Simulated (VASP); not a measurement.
A convergence study with VASP on AlN (zinc blende): one setting is varied, all else stays as given below, so the limit is that of these other settings. ε∞ is the independent-particle value.

```yaml
crystal:
  lattice:
    - [0.00000, 2.19000, 2.19000]
    - [2.19000, 0.00000, 2.19000]
    - [2.19000, 2.19000, 0.00000]
  atoms:
    - { symbol: Al, position: [0.00000, 0.00000, 0.00000] }
    - { symbol: N, position: [0.25000, 0.25000, 0.25000] }
```

Level of theory: PBEsol GGA, VASP's PBE PAW potentials (set 64) (plane waves; VASP). The tightest run used: 700 eV cut-off, 9×9×9 Γ-centred mesh, Gaussian smearing of 0.050 eV, potentials Al N.

Task: The settings run are NBANDS = 5; NBANDS = 6; NBANDS = 8; NBANDS = 12; NBANDS = 20; NBANDS = 36; NBANDS = 68; NBANDS = 132. From which on does the mean ε∞ stay within 0.05  of the tightest run?

Result: From NBANDS = 20 on: it is off by 0.02 there and by no more than 0.05 in any finer run, while NBANDS = 12 is off by 0.07.
```
setting       mean ε∞  bands  difference judged ()
------------  -------  -----  --------------------
NBANDS = 5       3.28      5                  1.56
NBANDS = 6       4.07      6                  0.77
NBANDS = 8       4.63      8                  0.21
NBANDS = 12      4.77     12                  0.07
NBANDS = 20      4.82     20                  0.02
NBANDS = 36      4.84     36                  0.00
NBANDS = 68      4.84     68                  0.00
NBANDS = 132     4.84    132                  0.00
```

Left out are rungs that failed or repeat a setting and relaxations that didn't move; long series are thinned to 24 rows.

The compound is AlN in the zinc blende structure, a metastable form; wurtzite is the usual one. The cell was not relaxed at this level.
